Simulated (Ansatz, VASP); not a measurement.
# H4C in two plane-wave programs

Wanted: the spread between two codes on one cell, functional and k mesh. Of the first pair: The two relaxations start from unlike cells of this crystal (the structure described is Ansatz's start), so only their ends are compared.

Method: plane waves, with VASP 6.6.1 beside it; relaxation of cell and atoms at LDA and zone-centre phonons at LDA, in Ansatz 0.2.0.

## (1) The starting structure

Symmetry: I-43m, No. 217, cubic system. The conventional cell has a = 4.958 Å, b = 4.958 Å, c = 4.958 Å, α = 90.00°, β = 90.00°, γ = 90.00°. Nearest to H lie 1 C at 1.09 Å. Nearest to C lie 4 H at 1.09 Å. Farther neighbours are not listed.

## (2) VASP: relaxation of cell and atoms, LDA

The relaxed volume is the usual yardstick between codes: in a stiff, nearly cubic crystal its relative difference is about their pressure difference at one cell divided by the bulk modulus.

Lines of VASP's logs that name or quote its potential files are left out, and so is its time.

INCAR reads:

```
SYSTEM = H4C
PREC = Accurate
ENCUT = 600
EDIFF = 1E-07
NELM = 120
ISMEAR = 0
SIGMA = 0.02
LREAL = .FALSE.
ALGO = Normal
GGA = CA
NBANDS = 10
LORBIT = 11
LWAVE = .FALSE.
LCHARG = .FALSE.
ISIF = 3
IBRION = 2
NSW = 80
EDIFFG = -0.005
LASPH = .TRUE.
GGA_COMPAT = .FALSE.
NELMIN = 4
EFERMI = MIDGAP
KPAR = 2
```

POSCAR reads:

```
H4C
1.0
   -2.1236198925      2.1236198925      2.1236198925
    2.1236198925     -2.1236198925      2.1236198925
    2.1236198925      2.1236198925     -2.1236198925
H C
4 1
Direct
    0.0000000000      0.0000000000      0.7005732316
    0.7005732316      0.0000000000      0.0000000000
    0.0000000000      0.7005732316      0.0000000000
    0.2994263650      0.2994263650      0.2994263650
    0.0000000000      0.0000000000      0.0000000000
```

KPOINTS reads:

```
Automatic mesh
0
Gamma
6 6 6
0 0 0
```

PAW data sets: H and C (LDA family, release 64).

The run is started by

```
> mpirun -np 2 vasp_std
```

Numbers of over 12 decimals in the logs are rounded to 6 here.

What it wrote:

```text
[banner, memory and clock lines left out]
running    2 mpi-ranks, on    1 nodes
 distrk:  each k-point on    1 cores,    2 groups
 distr:  one band on    1 cores,    1 groups

 POSCAR found type information on POSCAR H C
 POSCAR found :  2 types and       5 ions
 LDA part: xc-table for (Slater(with rela. corr.)+CA(PZ))
 , standard interpolation
 POSCAR, INCAR and KPOINTS ok, starting setup
 FFT: planning ... GRIDC
 FFT: planning ... GRID_SOFT
 FFT: planning ... GRID
 WAVECAR not read
 entering main loop
       N       E                     dE             d eps       ncg     rms          rms(c)
DAV:   1     0.425537389103E+01    0.42554E+01   -0.37848E+03   320   0.740E+02
DAV:   2    -0.266479660301E+02   -0.30903E+02   -0.30282E+02   412   0.114E+02
DAV:   3    -0.282620506917E+02   -0.16141E+01   -0.16122E+01   386   0.264E+01
DAV:   4    -0.282763766934E+02   -0.14326E-01   -0.14323E-01   380   0.304E+00
DAV:   5    -0.282764902195E+02   -0.11353E-03   -0.11352E-03   400   0.242E-01    0.883E+00
DAV:   6    -0.253737043991E+02    0.29028E+01   -0.91128E+00   328   0.144E+01    0.411E+00
DAV:   7    -0.250756376122E+02    0.29807E+00   -0.69589E-01   372   0.485E+00    0.217E+00
DAV:   8    -0.250087385217E+02    0.66899E-01   -0.97763E-02   346   0.199E+00    0.203E-01
DAV:   9    -0.250089316158E+02   -0.19309E-03   -0.12604E-03   356   0.257E-01    0.125E-01
DAV:  10    -0.250092149278E+02   -0.28331E-03   -0.25322E-04   350   0.978E-02    0.186E-02
DAV:  11    -0.250092121563E+02    0.27715E-05   -0.27355E-05   352   0.273E-02    0.556E-03
DAV:  12    -0.250092129182E+02   -0.76186E-06   -0.16855E-06   370   0.972E-03    0.146E-03
DAV:  13    -0.250092128818E+02    0.36433E-07   -0.20787E-07   362   0.219E-03
   1 F= -.25009213E+02 E0= -.25009213E+02  d E =-.250092E+02
[... from here on, the cycles between the ionic steps are left out ...]
   2 F= -.25009248E+02 E0= -.25009248E+02  d E =-.347404E-04
   3 F= -.25009338E+02 E0= -.25009338E+02  d E =-.124625E-03
   4 F= -.25009452E+02 E0= -.25009452E+02  d E =-.239081E-03
   5 F= -.25009411E+02 E0= -.25009411E+02  d E =-.198080E-03
   6 F= -.25009479E+02 E0= -.25009479E+02  d E =-.265621E-03
   7 F= -.25009491E+02 E0= -.25009491E+02  d E =-.125154E-04
   8 F= -.25009525E+02 E0= -.25009525E+02  d E =-.461641E-04
   9 F= -.25009574E+02 E0= -.25009574E+02  d E =-.958432E-04
 curvature:  -2.37 expect dE=-0.198E-03 dE for cont linesearch -0.193E-04
 ZBRENT: increasing intervall
 opt :   0.8227  next Energy=   -25.009597 (dE=-0.119E-03)
 bond charge predicted
       N       E                     dE             d eps       ncg     rms          rms(c)
DAV:   1    -0.250100412664E+02   -0.46692E-03   -0.14370E-02   326   0.786E-01    0.109E-01
DAV:   2    -0.250096225232E+02    0.41874E-03   -0.15853E-03   346   0.225E-01    0.300E-02
DAV:   3    -0.250096056409E+02    0.16882E-04   -0.18525E-04   374   0.822E-02    0.147E-02
DAV:   4    -0.250096041377E+02    0.15031E-05   -0.89160E-06   346   0.177E-02    0.499E-03
DAV:   5    -0.250096037330E+02    0.40470E-06   -0.18195E-06   358   0.714E-03    0.575E-04
DAV:   6    -0.250096037384E+02   -0.53694E-08   -0.45607E-08   172   0.175E-03
  10 F= -.25009604E+02 E0= -.25009604E+02  d E =-.125235E-03
 curvature:  -2.81 expect dE=-0.101E-04 dE for cont linesearch -0.110E-05
 trial: gam= 0.00000 g(F)=  0.307E-05 g(S)=  0.526E-06 ort =-0.374E-04 (trialstep = 0.194E+00)
 search vector abs. value=  0.360E-05
 reached required accuracy - stopping structural energy minimisation
```

OUTCAR, selected parts (step 2):

```text
ion  position               nearest neighbor table
   1  0.000  0.000  0.701-   5 1.10
   2  0.701  0.000  0.000-   5 1.10
   3  0.000  0.701  0.000-   5 1.10
   4  0.299  0.299  0.299-   5 1.10
   5  0.000  0.000  0.000-   4 1.10   2 1.10   3 1.10   1 1.10

  LATTYP: Found a body centered cubic cell.
 ALAT       =     4.2472397850

 Subroutine GETGRP returns: Found 24 space group operations
 (whereof 24 operations were pure point group operations)

The static configuration has the point symmetry T_d .

 Found     16 irreducible k-points:

   k-points           NKPTS =     16   k-points in BZ     NKDIM =     16   number of bands    NBANDS=     10

   dimension x,y,z NGX =    30 NGY =   30 NGZ =   30
   dimension x,y,z NGXF=    60 NGYF=   60 NGZF=   60

   ENCUT  =  600.0 eV  44.10 Ry    6.64 a.u.   7.35  7.35  7.35*2*pi/ulx,y,z

   NELECT =       8.0000    total number of electrons

 k-points in reciprocal lattice and weights: Automatic mesh
   0.00000000  0.00000000  0.00000000       0.005
   0.16666667  0.00000000  0.00000000       0.056
   0.33333333  0.00000000  0.00000000       0.056
   0.50000000  0.00000000  0.00000000       0.028
   0.16666667  0.16666667  0.00000000       0.111
   0.33333333  0.16666667  0.00000000       0.222
   0.33333333  0.33333333  0.00000000       0.037
   0.16666667  0.16666667  0.16666667       0.037
   0.33333333  0.16666667  0.16666667       0.056
[...]
0.50000000  0.50000000  0.33333333       0.056
   0.50000000  0.50000000  0.50000000       0.005

 average (electrostatic) potential at core
       1 -37.7027       2 -37.7027       3 -37.7027       4 -37.7027       5 -58.8231

 E-fermi :  -1.1298

 k-point     1 :       0.0000    0.0000    0.0000
  band No.  band energies     occupation
      1     -14.3749      2.00000
      2      -4.9374      2.00000
      3      -4.9373      2.00000
      4      -4.9373      2.00000
      5       2.6777      0.00000
      6       6.9962      0.00000
      7       6.9962      0.00000
      8       6.9962      0.00000
      9      12.9043      0.00000
    ...

 k-point     2 :       0.1667    0.0000    0.0000
  band No.  band energies     occupation
      1     -14.1758      2.00000
      2      -5.5743      2.00000
      3      -5.1541      2.00000
      4      -4.9543      2.00000
      5       3.3026      0.00000
      6       6.4160      0.00000
      7       6.7840      0.00000
      8       7.8893      0.00000
      9      10.9155      0.00000
    ...

 k-point     3 :       0.3333    0.0000    0.0000
  band No.  band energies     occupation
      1     -13.7143      2.00000
      2      -6.7552      2.00000
      3      -5.5405      2.00000
      4      -4.9889      2.00000
      5       4.0104      0.00000
      6       5.5849      0.00000
      7       6.7214      0.00000
      8      10.1405      0.00000
      9      11.2603      0.00000
    ...

  Total       -0.0042630     -0.0042630     -0.0042630     -0.0000000      0.0000000     -0.0000000
  in kB       -0.1818749     -0.1818749     -0.1818749     -0.0000000      0.0000000     -0.0000000
  external PRESSURE =      -0.1818749 kB  Pullay stress =       0.0000000 kB

  energy-cutoff  :      600.00
  volume of cell :       37.55
      direct lattice vectors                 reciprocal lattice vectors
    -2.109593807  2.109593807  2.109593807     0.000000000  0.237012452  0.237012452
     2.109593807 -2.109593807  2.109593807     0.237012452  0.000000000  0.237012452
     2.109593807  2.109593807 -2.109593807     0.237012452  0.237012452  0.000000000

 POSITION                                       TOTAL-FORCE (eV/Angst)
 -----------------------------------------------------------------------------------
      1.47363      1.47363     -1.47363         0.002303      0.002303     -0.002303
     -1.47363      1.47363      1.47363        -0.002303      0.002303      0.002303
      1.47363     -1.47363      1.47363         0.002303     -0.002303      0.002303
      0.63596      0.63596      0.63596        -0.002303     -0.002303     -0.002303
      0.00000      0.00000      0.00000         0.000000      0.000000      0.000000
 -----------------------------------------------------------------------------------
    total drift:                               -0.000002     -0.000002     -0.000002

  FREE ENERGIE OF THE ION-ELECTRON SYSTEM (eV)
  ---------------------------------------------------
  free  energy   TOTEN  =       -25.0096037384 eV

  energy  without entropy=      -25.0096037384  energy(sigma->0) =      -25.00960374

 reached required accuracy - stopping structural energy minimisation

 total charge
# of ion       s       p       d       tot
------------------------------------------
    1        0.617   0.046   0.000   0.662
    2        0.617   0.046   0.000   0.662
    3        0.617   0.046   0.000   0.662
    4        0.617   0.046   0.000   0.662
    5        0.834   1.817   0.000   2.652
--------------------------------------------------
tot          3.301   2.000   0.000   5.301

[... 3 further parts left out ...]
```

CONTCAR:

```
H4C
   1.00000000000000
    -2.1095938073468874    2.1095938073468874    2.1095938073468874
     2.1095938073468874   -2.1095938073468874    2.1095938073468874
     2.1095938073468874    2.1095938073468874   -2.1095938073468874
  H               C
     4     1
Direct
     0.0000000000000000    0.0000000000000000    0.6985392294352653
     0.6985392294352653    0.0000000000000000    0.0000000000000000
     0.0000000000000000    0.6985392294352653    0.0000000000000000
     0.3014603671647405    0.3014603671647405    0.3014603671647405
     0.0000000000000000    0.0000000000000000    0.0000000000000000
```

## (3) Ansatz: relaxation of cell and atoms, LDA

Ansatz runs on its default PAW (the set named soft_2) files.

Its own start cell and the same functional (in two slightly different forms), mesh and smearing now go to Ansatz, which takes its cutoff from its data sets.

input.yaml reads:

```yaml
crystal:
  lattice:
    - [-2.4789246809, 2.4789246809, 2.4789246809]
    - [2.4789246809, -2.4789246809, 2.4789246809]
    - [2.4789246809, 2.4789246809, -2.4789246809]
  atoms:
    - { symbol: H, position: [0.0, 0.0, 0.74631287] }
    - { symbol: H, position: [0.74631287, 0.0, 0.0] }
    - { symbol: H, position: [0.0, 0.74631287, 0.0] }
    - { symbol: H, position: [0.25368713, 0.25368713, 0.25368713] }
    - { symbol: C, position: [0.0, 0.0, 0.0] }
kpoints:
  mp_grid: { grid: [6, 6, 6] }
hamiltonian:
  xc: lda
scf:
  occupations: { method: gaussian, width: 0.02 }
output:
  forces: true
  stress: true
  eigenvalues: true
relax:
  adjacent_minimum: "off"
  f_tol: 0.005
  max_steps: 80
  cell: { stress_tol: 0.05 }
```

The run is started by

```
> ansatz run input.yaml --threads 4 --pin off --max-ram 7168MiB --backend cpu --events-out ev --progress --plain --runs-dir out
```

What it wrote:

```text
Engine: ansatz 0.2.0, aarch64-unknown-linux-gnu
Pseudopotentials: kind: paw
Pseudopotential: H, paw, valence charge 1, recommended cutoff 420 eV (normal), H.paw.azcp
Pseudopotential: C, paw, valence charge 4, recommended cutoff 420 eV (normal), C.paw.azcp
Functional definition: SPW92
  exchange = slater_x
  correlation = pw_c
Crystal: 5 atoms, lattice volume = 60.933 Å³
Basis set: ecut = 420 eV, 1205 PW (Γ)
Bands: 9, of which v1, the nominal top of the filled ones, is band 4 counted from 1 (3 counted from 0)
Symmetry: 24 space group operations
Space group: I-43m (ITA 217), of the structure as read, at distance tolerance 3.9e-5 Å
k-points: 16 of 216 (time reversal used)
Non-local potential: H, projectors of the file, l = 0: 2, l = 1: 1
Non-local potential: C, projectors of the file, l = 0: 2, l = 1: 2, l = 2: 1
PAW form: soft (Blöchl's): semilocal exchange-correlation on the pseudo side does not see the compensation charge
PAW frozen core: C, regenerated for the run's functional, and the local potential with it (the file was generated under x = pbe(κ = 0.804, μ = 0.219515), c = pbe(β = 0.066725))
PAW one-centre angular grid: H, 110 points (default); XC on 64 Gauss nodes
PAW one-centre angular grid: C, 110 points (default); XC on 64 Gauss nodes
Initial density: superposition of atomic densities (neutral atoms: chi_scale 0, normalization atom), corrected by the library's trained network
Initial wavefunctions: pseudopotential atomic-orbital guess
Functional: x = slater, c = lda
SCF iter   1: F=—  HF=-306.301805 eV  |F-HF|=—  |Δ(HF+E_count)|=         —  Δρ=7.95e-3  dr2=1.94e-2  ethr=1.77e-3  ⟨swp⟩=4.9  Hψ=977  notcnv=0
preconditioner: auto → none  [insulator: Δε(μ)=7.228 eV  Ē_g=14.176 eV  σ=0.020 eV  W_gap=1.00  n_scr=12 (ndim 8)  ℏωp=13.5 eV  f_vac=0.236  D(μ)=0.00/eV (n_scr^D=0)  ε∞_Penn≈1.9]
SCF iter   2: F=—  HF=-306.295930 eV  |F-HF|=—  |Δ(HF+E_count)|=   5.88e-3  Δρ=2.65e-3  dr2=2.63e-3  ethr=2.43e-4  ⟨swp⟩=2.1  Hψ=333  notcnv=0  defer=2
SCF iter   3: F=—  HF=-306.295102 eV  |F-HF|=—  |Δ(HF+E_count)|=   8.27e-4  Δρ=8.64e-4  dr2=4.09e-4  ethr=3.28e-5  ⟨swp⟩=2.9  Hψ=252  notcnv=0  defer=16
SCF iter   4: F=—  HF=-306.294972 eV  |F-HF|=—  |Δ(HF+E_count)|=   1.30e-4  Δρ=9.02e-5  dr2=1.64e-6  ethr=5.12e-6  ⟨swp⟩=2.0  Hψ=182  notcnv=0  defer=16
SCF iter   5: F=—  HF=-306.294974 eV  |F-HF|=—  |Δ(HF+E_count)|=   1.37e-6  Δρ=2.64e-5  dr2=3.45e-7  ethr=2.05e-8  ⟨swp⟩=2.2  Hψ=192  notcnv=0  defer=16
SCF iter   6: F=-306.294974 eV  HF=-306.294974 eV  |F-HF|=4.81e-10  |Δ(HF+E_count)|=   1.02e-7  Δρ=2.16e-6  dr2=1.20e-9  ethr=1.25e-9  ⟨swp⟩=8.2  Hψ=756  notcnv=0
SCF 1 converged in 6 iterations: F = -306.294974 eV  dr2 = 1.20e-9
  greatest PAW one-centre occupation: 0.655 electrons in one spin orbital (limit 2), on the C atom at site 4 (counted from 0), in its partial waves of l = 0
relax step   1: F+E_penalty+E_count = -306.29497364 eV  Δ(F+E_penalty+E_count) = +0.000e0 eV  max|allowed force component| = 1.934e-1 eV/Å  Δτ_max = 0.0000 Å  P = +0.634 GPa  Ω = 60.933 Å³  (6 SCF iters, dr2 threshold 1.00e-7 eV, accepted)
[...]
relax step   8: F+E_penalty+E_count = -306.39389016 eV  Δ(F+E_penalty+E_count) = +1.237e-2 eV  max|allowed force component| = 5.610e-3 eV/Å  Δτ_max = 0.0000 Å  P = -0.283 GPa  Ω = 40.459 Å³  stress off target by 2.83e-1 GPa  SCF on the basis re-selected at this cell (its energy is not comparable with the rows above)  (7 SCF iters)
[...]
relax step   9: F+E_penalty+E_count = -306.40057863 eV  Δ(F+E_penalty+E_count) = -6.688e-3 eV  max|allowed force component| = 7.365e-4 eV/Å  Δτ_max = 0.0237 Å  P = +0.156 GPa  Ω = 38.250 Å³  energy of the carried Pulay correction = +5.206e-3 eV  (6 SCF iters, dr2 threshold 2.00e-7 eV, accepted)
[...]
relax step  10: F+E_penalty+E_count = -306.39983126 eV  Δ(F+E_penalty+E_count) = +7.474e-4 eV  max|allowed force component| = 6.295e-4 eV/Å  Δτ_max = 0.0046 Å  P = +0.036 GPa  Ω = 38.679 Å³  energy of the carried Pulay correction = +4.205e-3 eV  (5 SCF iters, dr2 threshold 6.10e-8 eV, accepted)
[...]
relax step  11: F+E_penalty+E_count = -306.39595534 eV  Δ(F+E_penalty+E_count) = +3.876e-3 eV  max|allowed force component| = 1.131e-3 eV/Å  Δτ_max = 0.0000 Å  P = -0.038 GPa  Ω = 38.679 Å³  stress off target by 3.78e-2 GPa  SCF on the basis re-selected at this cell (its energy is not comparable with the rows above)  (5 SCF iters)
basis re-selected at this cell: Δ(F+E_penalty+E_count) = +3.876e-3 eV, ΔP = -0.074 GPa vs the last step (what re-selecting the basis moved, of the pressure what is left beyond the Pulay correction that the steps carried, after the strain that the cell walked since its last selection, with what the two solves' SCF thresholds leave and, on support functions, any second-order correction that the steps lacked; it is no measure of the basis error at this ecutwfc). The dense FFT grid was sized anew with the basis: this SCF ran on 25×25×25 points, the steps before it on 27×27×27, so part of this shift can come from that change (see relax.cell in the input reference). [rest of the remark cut]
SCF converged after 5 iterations
Free energy (F): -306.395955 eV
Harris-Foulkes:  -306.395955 eV  (|F-HF|=6.59e-12)
Internal energy: -306.395955 eV  (E = F + TS)
E sigma→0 (E₀):  -306.395955 eV
Fermi energy:    -0.589239 eV
--- Per-component energies (eV) ---
  E_band       = -57.976594
  E_kinetic    = 145.151344
  E_local      = -285.910492  (includes V_loc(G=0)·N_el)
  E_nonlocal   = 34.876821
  E_hartree    = 81.477707
  E_xc         = -82.339185
  E_vxc        = -104.554220  (∫ρ·V_xc dr)
  E_paw        = -94.101426  (= ΣΔE_a)
  E_vpaw       = -10.490164  (= ΣTr[D̂ρ^β])
  E_aug_tail   = -0.005338  (compensation charges beyond the density's cutoff)
  E_ewald      = -105.608219
  E_core_change = 0.062833  (= ΣΔE_core)
  E_smearing   = -0.000000  (= −TS)
  E_closure    = 0.000000  (closes the sum)
  Σ components = -306.395955   (vs F -306.395955, Δ=0.00e0)
--- Forces (eV/Å), atoms counted from 1 ---
  atom   1  H     -0.00113137    -0.00113137     0.00113137
  atom   2  H      0.00113137    -0.00113137    -0.00113137
  atom   3  H     -0.00113137     0.00113137    -0.00113137
  atom   4  H      0.00113137     0.00113137     0.00113137
  atom   5  C      0.00000000     0.00000000    -0.00000000
  max |Σ_I F_I| component: 1.15e-16 eV/Å
--- Stress (GPa, compression-positive) ---
       -0.037796      -0.000000       0.000000
       -0.000000      -0.037796       0.000000
        0.000000       0.000000      -0.037796
  P = ⅓ Tr σ = -0.0378 GPa (-0.378 kbar)
--- Band table (eV; the first three rows and the last of 16) ---
  k-point 0: bands = ["-13.6838", "-4.3762", "-4.3762", "-4.3762", "3.1976", "7.6175", "7.6175", "7.6175", "13.3697"]
  k-point 1: bands = ["-13.4975", "-4.9766", "-4.5780", "-4.3913", "3.8159", "7.0480", "7.3891", "8.4800", "11.4355"]
  k-point 2: bands = ["-13.0699", "-6.0892", "-4.9418", "-4.4230", "4.5767", "6.2318", "7.2368", "10.6648", "11.7714"]
  k-point 15: bands = ["-12.2364", "-5.9536", "-5.9536", "-5.9536", "5.3683", "5.3683", "10.6061", "10.6061", "10.6061"]
--- Relaxed structure (9 steps of the walk, 9 accepted, 2 SCFs on fresh bases) ---
  F+E_penalty+E_count = -306.39595534 eV   max|allowed force component| = 1.131e-3 eV/Å   (the final SCF, on the basis selected at the relaxed cell)
  cell:  # Å, volume = 38.6789 Å³
    - [-2.130450, 2.130450, 2.130450]
    - [2.130450, -2.130450, 2.130450]
    - [2.130450, 2.130450, -2.130450]
  atoms:
    - { symbol: H, position: [0.0, 0.0, 0.701860] }
    - { symbol: H, position: [0.701860, 0.0, 0.0] }
    - { symbol: H, position: [0.0, 0.701860, 0.0] }
    - { symbol: H, position: [0.298140, 0.298140, 0.298140] }
    - { symbol: C, position: [2.4842498794605727e-18, -3.323996317588091e-19, -2.274313269928694e-19] }
```

## (4) Side by side

Known differences besides the potentials themselves: the two LDA forms differ slightly; the cutoff is 420 eV in Ansatz and 600 eV in VASP; VASP's log shows a relativistic correction to its local exchange, Ansatz's none; Ansatz adds a Pulay correction to the stress that steers its cell, VASP none. Total energies have different zeros and are not compared.

Both answers:

```csv
quantity,Ansatz,VASP,difference
volume (Å³),38.68,37.55,+3.00 %
"edge a after relaxation, in the typed setting (Å)",3.690,3.654,+0.99 %
```

(Continued in part 2 of 2.)

[Lines on the potential files, build, host, timing and source positions are cut from VASP's logs without a mark.]

[Logs are printed without paths, hosts, clocks, repeated set-up lines and the standing remarks that a program may print on its own settings, such as how far it seeks lower states.]

[Hosts, paths, dates, database ids (printed as entryN), source tags and the programs' standing remarks are cut or masked in the printed files.]
